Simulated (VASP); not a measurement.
# LiV3 (Pm-3m) in VASP: reference runs

How does LiV3 come out in PBE? The cell is run as given.

Everything below comes from runs of VASP 6.6.1. Logs are shortened: lines on timing, memory, paths and dates and some standing lists are left out, and cuts for length are marked.

**1. Starting point**

The structure is cubic, space group Pm-3m (No. 221). The conventional cell has a = 3.736 Å, b = 3.736 Å, c = 3.736 Å, α = 90.00°, β = 90.00°, γ = 90.00°. Li (site symmetry m-3m) has 12 V at 2.64 Å as nearest neighbours. V (site symmetry 4/mmm) has 4 Li at 2.64 Å and 8 V at 2.64 Å as nearest neighbours.

The cell was built by a generator and needn't be a form met in nature.

**2. Single point, PBE, collinear spin, ferromagnetic start**

The input, INCAR:

```
SYSTEM = LiV3
PREC = Accurate
ENCUT = 520
EDIFF = 1E-7
ISMEAR = -1
SIGMA = 0.05
LREAL = .FALSE.
LASPH = .TRUE.
NELM = 100
ALGO = Normal
ISIF = 2
LWAVE = .FALSE.
LCHARG = .FALSE.
ISPIN = 2
MAGMOM = 0 2 2 2
LORBIT = 11
LMAXMIX = 4
GGA = PE
NBANDS = 33
```

The input, KPOINTS:

```
regular mesh
0
G
  7 7 7
  0 0 0
```

The input, POSCAR:

```
LiV3
1.0
    3.7359381200      0.0000000000      0.0000000000
    0.0000000000      3.7359381200      0.0000000000
    0.0000000000      0.0000000000      3.7359381200
Li V
1 3
Direct
    0.0000000000      0.0000000000      0.0000000000
    0.5000000000      0.5000000000      0.0000000000
    0.5000000000      0.0000000000      0.5000000000
    0.0000000000      0.5000000000      0.5000000000
```

Potentials or basis: VASP PAW PBE potentials, release 64 (Li_sv, V_sv).

Launch:

```console
cat potpaw_PBE.64/Li_sv/POTCAR potpaw_PBE.64/V_sv/POTCAR > POTCAR
mpirun -np 1 vasp_std > vasp.out
```

OUTCAR:

```text
SYSTEM = LiV3
   PREC = Accurate
   ENCUT = 520
   EDIFF = 1E-7
   ISMEAR = -1
   LREAL = .FALSE.
   LASPH = .TRUE.
   NELM = 100
   ISIF = 2
   ISPIN = 2
   LORBIT = 11
   GGA = PE

 ion  position               nearest neighbor table
   1  0.000  0.000  0.000-   2 2.64   3 2.64   4 2.64   3 2.64   4 2.64   2 2.64   4 2.64   4 2.64
                             2 2.64   3 2.64   3 2.64   2 2.64
   2  0.500  0.500  0.000-   1 2.64   3 2.64   4 2.64   3 2.64   4 2.64   1 2.64   3 2.64   3 2.64
                             1 2.64   4 2.64   4 2.64   1 2.64
   3  0.500  0.000  0.500-   1 2.64   2 2.64   4 2.64   1 2.64   2 2.64   2 2.64   4 2.64   2 2.64
                             1 2.64   4 2.64   1 2.64   4 2.64
   4  0.000  0.500  0.500-   1 2.64   2 2.64   3 2.64   1 2.64   2 2.64   1 2.64   3 2.64   1 2.64
                             2 2.64   3 2.64   2 2.64   3 2.64

  LATTYP: Found a simple cubic cell.
 ALAT       =     3.7359381200

  Lattice vectors:

 A1 = (   3.7359381200,   0.0000000000,   0.0000000000)
 A2 = (   0.0000000000,   3.7359381200,   0.0000000000)
 A3 = (   0.0000000000,   0.0000000000,   3.7359381200)

Analysis of symmetry for initial positions (statically):
=====================================================================
 Subroutine PRICEL returns:
 Original cell was already a primitive cell.

 Routine SETGRP: Setting up the symmetry group for a
 simple cubic supercell.

 Subroutine GETGRP returns: Found 48 space group operations
 (whereof 48 operations were pure point group operations)
 out of a pool of 48 trial point group operations.

The static configuration has the point symmetry O_h .

Analysis of symmetry for dynamics (positions and initial velocities):
=====================================================================
 Subroutine PRICEL returns:
 Original cell was already a primitive cell.

 Routine SETGRP: Setting up the symmetry group for a
 simple cubic supercell.

 Subroutine GETGRP returns: Found 48 space group operations
 (whereof 48 operations were pure point group operations)
 out of a pool of 48 trial point group operations.

The dynamic configuration has the point symmetry O_h .

Analysis of structural, dynamic, and magnetic symmetry:
=====================================================================
 Subroutine PRICEL returns:
 Original cell was already a primitive cell.

 Routine SETGRP: Setting up the symmetry group for a
 simple cubic supercell.

 Subroutine GETGRP returns: Found 48 space group operations
 (whereof 48 operations were pure point group operations)
 out of a pool of 48 trial point group operations.

The overall configuration has the point symmetry O_h .

 Subroutine INISYM returns: Found 48 space group operations
[... 127 lines left out ...]
 spin polarized calculation
  energy-cutoff  :      520.00
  volume of cell :       52.14
 maximum number of plane-waves:      1418
 NGX is ok and might be reduce to    28
   NGX = 13   NGY = 13   NGZ = 13

 number of electron      41.9999979 magnetization       0.9398165

 Free energy of the ion-electron system (eV)
  ---------------------------------------------------
  ext. energy  EPLUGINS =         0.00000000
  ---------------------------------------------------
  free energy    TOTEN  =       -27.18140963 eV

  energy without entropy =      -27.13445169  energy(sigma->0) =      -27.15793066

 E-fermi :   8.0756     XC(G=0): -11.9801

 val. band max:        8.0646063341   @ k =   0.4286   0.4286   0.1429
 cond. band min:       8.0975280593   @ k =   0.4286   0.4286   0.4286
 fundamental gap:      0.0329217251
 Fermi energy:         8.0755879216

 spin component 1

 k-point     1 :       0.0000    0.0000    0.0000
  band No.  band energies     occupation
      1     -55.9778      1.00000
      2     -55.7710      1.00000
      3     -55.7710      1.00000
      4     -35.9845      1.00000
      5     -30.0499      1.00000
      6     -30.0499      1.00000
[... 709 lines left out ...]
     32      11.4711      0.00000
     33      16.5646      0.00000
 Fermi energy:         8.0755879216

 spin component 2

 k-point     1 :       0.0000    0.0000    0.0000
  band No.  band energies     occupation
      1     -55.7324      1.00000
      2     -55.5257      1.00000
      3     -55.5257      1.00000
      4     -35.9849      1.00000
      5     -29.8057      1.00000
      6     -29.8057      1.00000
[... 709 lines left out ...]
     32      11.7434      0.00000
     33      16.8006      0.00000

------------------------ aborting loop because EDIFF is reached ----------------------------------------

  FORCE on cell =-STRESS in cart. coord.  units (eV):
  Direction    XX          YY          ZZ          XY          YZ          ZX
  --------------------------------------------------------------------------------------
  -------------------------------------------------------------------------------------
  Total        0.8796648      0.8796648      0.8796648      0.0000000      0.0000000     -0.0000000
  in kB       27.0289250     27.0289250     27.0289250      0.0000000      0.0000000     -0.0000000
  external PRESSURE =      27.0289250 kB  Pullay stress =       0.0000000 kB

 VOLUME and BASIS-vectors are now :
 -----------------------------------------------------------------------------
  energy-cutoff  :      520.00
  volume of cell :       52.14
      direct lattice vectors                 reciprocal lattice vectors
     3.735938120  0.000000000  0.000000000     0.267670386  0.000000000  0.000000000
     0.000000000  3.735938120  0.000000000     0.000000000  0.267670386  0.000000000
     0.000000000  0.000000000  3.735938120     0.000000000  0.000000000  0.267670386

 POSITION                                       TOTAL-FORCE (eV/Angst)
 -----------------------------------------------------------------------------------
      0.00000      0.00000      0.00000         0.000000      0.000000      0.000000
      1.86797      1.86797      0.00000         0.000000      0.000000      0.000000
      1.86797      0.00000      1.86797         0.000000      0.000000      0.000000
      0.00000      1.86797      1.86797         0.000000      0.000000      0.000000
 -----------------------------------------------------------------------------------
    total drift:                                0.000000      0.000000      0.000000

  FREE ENERGIE OF THE ION-ELECTRON SYSTEM (eV)
  ---------------------------------------------------
  free  energy   TOTEN  =       -27.1814096293 eV

  energy  without entropy=      -27.1344516943  energy(sigma->0) =      -27.15793066

 total charge

# of ion       s       p       d       tot
------------------------------------------
    1        2.066   0.129   0.000   2.196
    2        2.347   6.183   3.068  11.598
    3        2.347   6.183   3.068  11.598
    4        2.347   6.183   3.068  11.598
--------------------------------------------------
tot          9.106  18.678   9.204  36.989

 magnetization (x)

# of ion       s       p       d       tot
------------------------------------------
    1       -0.001   0.001   0.000   0.001
    2        0.003   0.015   0.250   0.268
    3        0.003   0.015   0.250   0.268
    4        0.003   0.015   0.250   0.268
--------------------------------------------------
tot          0.007   0.047   0.750   0.804
```

stdout:

```text
POSCAR found type information on POSCAR LiV
 POSCAR found :  2 types and       4 ions
 scaLAPACK will be used
 LDA part: xc-table for (Slater+PW92), standard interpolation
 POSCAR, INCAR and KPOINTS ok, starting setup
 FFT: planning ... GRIDC
 FFT: planning ... GRID_SOFT
 FFT: planning ... GRID
 WAVECAR not read
 entering main loop
```

It took 32 s on 1 thread of Intel Xeon 6975P-C (Granite Rapids), shared host; peak memory 0.19 GiB.

What came out:

```
Free energy                                           : -27.1814 eV
Band gap on the k mesh                                : none (metal or under the smearing width)
Net moment                                            : 0.94 μB per cell
Site moments                                          : Li +0.00; V +0.27 μB
Valence electrons inside the program's atomic spheres : Li 2.20; V 11.60
```

Caveat: the cutoff is under 1.25 times the usual one of these potentials, so pressure, stress and relaxed cells hold a basis-set (Pulay) error.
